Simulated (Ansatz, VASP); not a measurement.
# Cross-check of LaCu2Sn2 between VASP and Ansatz, part 2 of 2

One calculation is typed for both programs; each brings its own data sets and cutoff. How far apart do they land?

VASP 6.6.1 and Ansatz 0.2.0.

So far: The starting structure; Ansatz: relaxation of cell and atoms, PBEsol.

**3. VASP: relaxation of cell and atoms, PBEsol**

Level of this step: PBEsol; plane waves and PAW (La, Sn, Cu) (VASP).

The same cell, functional, mesh and smearing now go to VASP, with its own data sets and cutoff.

Lines of VASP's logs that name or quote its potential files are left out, and so is its time.

The input, INCAR:

```
SYSTEM = LaCu2Sn2
PREC = Normal
ENCUT = 390
EDIFF = 1E-05
NELM = 120
ISMEAR = 1
SIGMA = 0.15
LREAL = Auto
ALGO = Fast
GGA = PS
NBANDS = 51
LORBIT = 11
LWAVE = .FALSE.
LCHARG = .FALSE.
KPAR = 4
IBRION = 2
NSW = 40
ISIF = 3
EDIFFG = -0.03
POTIM = 0.4
```

The input, POSCAR:

```
LaCu2Sn2
1.0
    4.4640000000      0.0000000000      0.0000000000
    0.0000000000      4.4640000000      0.0000000000
    0.0000000000      0.0000000000     10.5090000000
La Sn Cu
2 4 4
Direct
    0.5000000000      0.0000000000      0.7610000000
    0.0000000000      0.5000000000      0.2390000000
    0.5000000000      0.5000000000      0.5000000000
    0.0000000000      0.0000000000      0.5000000000
    0.5000000000      0.0000000000      0.1215000000
    0.0000000000      0.5000000000      0.8785000000
    0.5000000000      0.5000000000      0.0000000000
    0.0000000000      0.0000000000      0.0000000000
    0.5000000000      0.0000000000      0.3697000000
    0.0000000000      0.5000000000      0.6303000000
```

The input, KPOINTS:

```
Automatic mesh
0
Gamma
4 4 2
0 0 0
```

Potentials, in the order of the species: La, Sn and Cu (PBE family, release 64).

Command:

```console
mpirun -np 4 vasp_std
```

Numbers of over 12 decimals in the logs are rounded to 6 here.

Log:

```text
[banner, memory and clock lines left out]
running    4 mpi-ranks, on    1 nodes
 distrk:  each k-point on    1 cores,    4 groups
 distr:  one band on    1 cores,    1 groups

 POSCAR found type information on POSCAR LaSnCu
 POSCAR found :  3 types and      10 ions
|                                                                             |
|               ----> ADVICE to this user running VASP <----                  |
|                                                                             |
|     You enforced a specific xc type in the INCAR file but a different       |
|     [... a line on the potential file left out ...]
|     I HOPE YOU KNOW WHAT YOU ARE DOING!                                     |
|                                                                             |

 LDA part: xc-table for (Slater+PW92), standard interpolation
 POSCAR, INCAR and KPOINTS ok, starting setup
 FFT: planning ... GRIDC
 FFT: planning ... GRID_SOFT
 FFT: planning ... GRID
 WAVECAR not read
 entering main loop
       N       E                     dE             d eps       ncg     rms          rms(c)
DAV:   1     0.713955419775E+03    0.71396E+03   -0.25722E+04  1224   0.179E+03
DAV:   2     0.973238763878E+02   -0.61663E+03   -0.58806E+03  1472   0.386E+02
DAV:   3    -0.321643279175E+02   -0.12949E+03   -0.11987E+03  1748   0.207E+02
DAV:   4    -0.557376542009E+02   -0.23573E+02   -0.22276E+02  2203   0.814E+01
DAV:   5    -0.583956337961E+02   -0.26580E+01   -0.25978E+01  2186   0.311E+01    0.301E+01
RMM:   6    -0.623513169155E+02   -0.39557E+01   -0.42531E+02  1692   0.206E+02    0.228E+01
RMM:   7    -0.494841581497E+02    0.12867E+02   -0.10328E+02  1371   0.101E+02    0.903E+00
RMM:   8    -0.494412357813E+02    0.42922E-01   -0.31227E+01  1395   0.569E+01    0.289E+00
RMM:   9    -0.497682705370E+02   -0.32703E+00   -0.44700E+00  1629   0.155E+01    0.206E+00
RMM:  10    -0.501969414874E+02   -0.42867E+00   -0.55776E+00  1760   0.165E+01    0.441E+00
RMM:  11    -0.498067343364E+02    0.39021E+00   -0.19451E+00  1566   0.116E+01    0.191E+00
RMM:  12    -0.498678203101E+02   -0.61086E-01   -0.23636E+00  1626   0.108E+01    0.176E+00
RMM:  13    -0.498212596383E+02    0.46561E-01   -0.43533E-01  1611   0.571E+00    0.484E-01
RMM:  14    -0.498382434665E+02   -0.16984E-01   -0.31232E-01  1966   0.246E+00    0.258E-01
[...]
RMM:  34    -0.498647125109E+02   -0.71272E-04   -0.80357E-04  1479   0.824E-02    0.405E-02
RMM:  35    -0.498647504316E+02   -0.37921E-04   -0.40861E-04  1452   0.804E-02    0.423E-02
RMM:  36    -0.498647914364E+02   -0.41005E-04   -0.49947E-04  1423   0.732E-02    0.375E-02
RMM:  37    -0.498648196704E+02   -0.28234E-04   -0.35366E-04  1373   0.703E-02    0.333E-02
RMM:  38    -0.498648479964E+02   -0.28326E-04   -0.33623E-04  1376   0.679E-02    0.320E-02
RMM:  39    -0.498648630780E+02   -0.15082E-04   -0.19682E-04  1320   0.609E-02    0.295E-02
RMM:  40    -0.498648793537E+02   -0.16276E-04   -0.23362E-04  1311   0.614E-02    0.236E-02
RMM:  41    -0.498648855420E+02   -0.61883E-05   -0.14052E-04  1332   0.644E-02    0.129E-02
[...]
RMM:   6    -0.499140354321E+02   -0.11985E-04   -0.14761E-04  1293   0.602E-02    0.151E-02
RMM:   7    -0.499140324276E+02    0.30045E-05   -0.30201E-05   886   0.613E-02
   9 F= -.49914032E+02 E0= -.49913046E+02  d E =-.190707E-02
[... from here on, the cycles between the ionic steps are left out ...]
  10 F= -.49914087E+02 E0= -.49913086E+02  d E =-.196167E-02
  11 F= -.49914100E+02 E0= -.49913092E+02  d E =-.197443E-02
  12 F= -.49914703E+02 E0= -.49913741E+02  d E =-.603027E-03
  13 F= -.49914731E+02 E0= -.49913772E+02  d E =-.631544E-03
  14 F= -.49914790E+02 E0= -.49913840E+02  d E =-.689778E-03
  15 F= -.49914866E+02 E0= -.49913931E+02  d E =-.766031E-03
  16 F= -.49914879E+02 E0= -.49913945E+02  d E =-.779201E-03
  17 F= -.49914895E+02 E0= -.49913967E+02  d E =-.795524E-03
  18 F= -.49914916E+02 E0= -.49914002E+02  d E =-.816259E-03
  19 F= -.49914907E+02 E0= -.49914016E+02  d E =-.807353E-03
  20 F= -.49914922E+02 E0= -.49914016E+02  d E =-.822114E-03
  21 F= -.49914923E+02 E0= -.49914014E+02  d E =-.822809E-03
 curvature:  -0.51 expect dE=-0.100E-03 dE for cont linesearch -0.154E-06
 trial: gam=-0.03562 g(F)=  0.126E-03 g(S)=  0.698E-04 ort =-0.313E-04 (trialstep = 0.704E+00)
 search vector abs. value=  0.202E-03
 bond charge predicted
       N       E                     dE             d eps       ncg     rms          rms(c)
DAV:   1    -0.499152114393E+02   -0.28385E-03   -0.66446E-03  1973   0.903E-01    0.110E-01
RMM:   2    -0.499150997238E+02    0.11172E-03   -0.21691E-03  1349   0.458E-01    0.514E-02
RMM:   3    -0.499150225343E+02    0.77189E-04   -0.41907E-04  1204   0.241E-01    0.223E-02
RMM:   4    -0.499150236883E+02   -0.11540E-05   -0.13730E-04  1306   0.100E-01    0.187E-02
RMM:   5    -0.499150227337E+02    0.95457E-06   -0.67011E-05  1089   0.655E-02
  22 F= -.49915023E+02 E0= -.49914078E+02  d E =-.100129E-03
 ZBRENT: can't locate minimum, use default step
 trial-energy change:   -0.000100  1 .order   -0.000124   -0.000139   -0.000110
 step:   2.8168(harm=  3.4119)  dis= 0.00397  next Energy=   -49.915259 (dE=-0.336E-03)
 reached required accuracy - stopping structural energy minimisation
```

From OUTCAR (step 3):

```text
ion  position               nearest neighbor table
   1  0.500  0.000  0.761-   6 3.39   6 3.39   6 3.39   6 3.39   4 3.54   4 3.54   3 3.54   3 3.54

  LATTYP: Found a simple tetragonal cell.
 ALAT       =     4.4640000000
 C/A-ratio  =     2.3541666667

 Subroutine GETGRP returns: Found 16 space group operations
 (whereof  8 operations were pure point group operations)

The static configuration has the point symmetry D_2d.
 The point group associated with its full space group is D_4h.

 Found     12 irreducible k-points:

   k-points           NKPTS =     12   k-points in BZ     NKDIM =     12   number of bands    NBANDS=     51

   dimension x,y,z NGX =    24 NGY =   24 NGZ =   54
   dimension x,y,z NGXF=    48 NGYF=   48 NGZF=  108

   ENCUT  =  390.0 eV  28.66 Ry    5.35 a.u.   7.19  7.19 16.92*2*pi/ulx,y,z

   NELECT =      82.0000    total number of electrons

 k-points in reciprocal lattice and weights: Automatic mesh
   0.00000000  0.00000000  0.00000000       0.031
   0.25000000  0.00000000  0.00000000       0.125
   0.50000000  0.00000000  0.00000000       0.062
   0.25000000  0.25000000  0.00000000       0.125
   0.50000000  0.25000000  0.00000000       0.125
   0.50000000  0.50000000  0.00000000       0.031
   0.00000000  0.00000000  0.50000000       0.031
   0.25000000  0.00000000  0.50000000       0.125
   0.50000000  0.00000000  0.50000000       0.062
   0.25000000  0.25000000  0.50000000       0.125
   0.50000000  0.25000000  0.50000000       0.125
   0.50000000  0.50000000  0.50000000       0.031

 average (electrostatic) potential at core
       1 -96.8137       2 -96.8137       3 -41.3859       4 -41.3859       5 -40.9368
       6 -40.9368       7 -63.9387       8 -63.9387       9 -64.1547      10 -64.1547

 E-fermi :   7.4220

 k-point     1 :       0.0000    0.0000    0.0000
  band No.  band energies     occupation
    ...
     36       5.6574      2.00000
     37       5.7585      2.00000
     38       5.7585      2.00000
     39       7.0152      2.00085
     40       7.1114      2.01262
     41       7.7619     -0.00619
     42       8.4591     -0.00000
     43       8.4591     -0.00000
     44       8.9144     -0.00000
     45       8.9144     -0.00000
    ...

 k-point     2 :       0.2500    0.0000    0.0000
  band No.  band energies     occupation
    ...
     37       6.1661      2.00000
     38       6.3314      2.00000
     39       6.8746      2.00000
     40       7.3902      1.35061
     41       7.4583      0.60397
     42       8.0020     -0.00000
     43       8.5427     -0.00000
     44       8.5972     -0.00000
     45       8.7588     -0.00000
     46       9.0511     -0.00000
    ...

 k-point     3 :       0.5000    0.0000    0.0000
  band No.  band energies     occupation
    ...
     36       5.9887      2.00000
     37       6.3672      2.00000
     38       6.3672      2.00000
     39       6.3734      2.00000
     40       6.3734      2.00000
     41       7.5453      0.00925
     42       7.5453      0.00925
     43       8.0105     -0.00000
     44       8.0105     -0.00000
     45       8.9586     -0.00000
    ...

  Total       -0.1047420     -0.1047420     -0.1400377      0.0000000      0.0000000      0.0000000
  in kB       -0.8030916     -0.8030916     -1.0737151      0.0000000      0.0000000      0.0000000
  external PRESSURE =      -0.8932994 kB  Pullay stress =       0.0000000 kB

  energy-cutoff  :      390.00
  volume of cell :      208.96
      direct lattice vectors                 reciprocal lattice vectors
     4.467478501  0.000000000  0.000000000     0.223839913  0.000000000  0.000000000
     0.000000000  4.467478501 -0.000000000     0.000000000  0.223839913 -0.000000000
    -0.000000000  0.000000000 10.469872666    -0.000000000  0.000000000  0.095512145

 POSITION                                       TOTAL-FORCE (eV/Angst)
 -----------------------------------------------------------------------------------
      2.23374      0.00000      7.97953         0.000000     -0.000000     -0.004082
     -0.00000      2.23374      2.49035        -0.000000      0.000000      0.004082
      2.23374      2.23374      5.23494        -0.000000     -0.000000      0.000000
     -0.00000      0.00000      5.23494        -0.000000     -0.000000      0.000000
      2.23374      0.00000      1.31009         0.000000     -0.000000     -0.028310
     -0.00000      2.23374      9.15979        -0.000000      0.000000      0.028310
      2.23374      2.23374      0.00000        -0.000000      0.000000      0.000000
      0.00000      0.00000      0.00000         0.000000     -0.000000      0.000000
      2.23374      0.00000      3.82543         0.000000     -0.000000     -0.000993
     -0.00000      2.23374      6.64444        -0.000000      0.000000      0.000993
 -----------------------------------------------------------------------------------
    total drift:                                0.000000     -0.000000     -0.000000

  FREE ENERGIE OF THE ION-ELECTRON SYSTEM (eV)
  ---------------------------------------------------
  free  energy   TOTEN  =       -49.9150227337 eV

  energy  without entropy=      -49.9121893092  energy(sigma->0) =      -49.91407826

 reached required accuracy - stopping structural energy minimisation

 total charge
# of ion       s       p       d       f       tot
--------------------------------------------------
    1        2.021   5.623   0.725   0.114   8.482
    2        2.021   5.623   0.725   0.114   8.482
    3        1.402   1.785   0.174   0.000   3.361
    4        1.402   1.785   0.174   0.000   3.361
    5        1.368   1.979   0.172   0.000   3.519
    6        1.368   1.979   0.172   0.000   3.519
    7        0.450   0.382   9.165   0.000   9.997
    8        0.450   0.382   9.165   0.000   9.997
    9        0.469   0.401   9.166   0.000  10.035
   10        0.469   0.401   9.166   0.000  10.035
--------------------------------------------------
tot         11.419  20.339  38.803   0.228  70.789

[... 3 further parts left out ...]
```

The data set Sn keeps the semicore shell frozen, which is cheaper and a little less accurate.

**4. Side by side**

Known differences besides the potentials themselves: both relaxations stop at a tolerance, which leaves soft axes loose, and VASP keeps its plane-wave basis; the data sets hold 154 valence electrons in Ansatz (default PAW (the set named soft_2) files) and 82 in VASP; the cutoff is 420 eV in Ansatz and 390 eV in VASP (PREC = Normal, projectors in real space); Ansatz makes its cores anew for this functional, VASP keeps those of its PBE data sets; VASP leaves aspherical gradient terms in its spheres out (LASPH is not set), Ansatz keeps them; Ansatz adds a Pulay correction to the stress that steers its cell, VASP none. Total energies have different zeros and are not compared.

The two programs side by side:

```tsv
quantity	Ansatz	VASP	difference
volume (Å³)	208.75	208.96	-0.10 %
edge a after relaxation, in the typed setting (Å)	4.465	4.468	-0.05 %
edge c after relaxation, in the typed setting (Å)	10.469	10.470	-0.01 %
```

The walks stopped with 0.00 GPa left in Ansatz and -0.09 GPa in VASP; each walk ends within a tolerance, so the volume difference is uncertain by about these residues over the bulk modulus, most in soft cells.

**5. Summary of results**

```
difference in volume (relaxation of cell and atoms, PBEsol) : -0.10 %
```

In words: The difference in volume is -0.10 % (relaxation of cell and atoms, PBEsol), within the 1.2 % picked in this series as the mark of a large difference, as far as the stopping tolerances let one tell. Such differences can come from data sets, numerical settings and the points named under the comparisons, not from the functional's error against experiment.

[Lines on the potential files, build, host, timing and source positions are cut from VASP's logs without a mark.]

[Logs are printed without paths, hosts, clocks, repeated set-up lines and the standing remarks that a program may print on its own settings, such as how far it seeks lower states.]

[Hosts, paths, dates, database ids (printed as entryN), source tags and the programs' standing remarks are cut or masked in the printed files.]
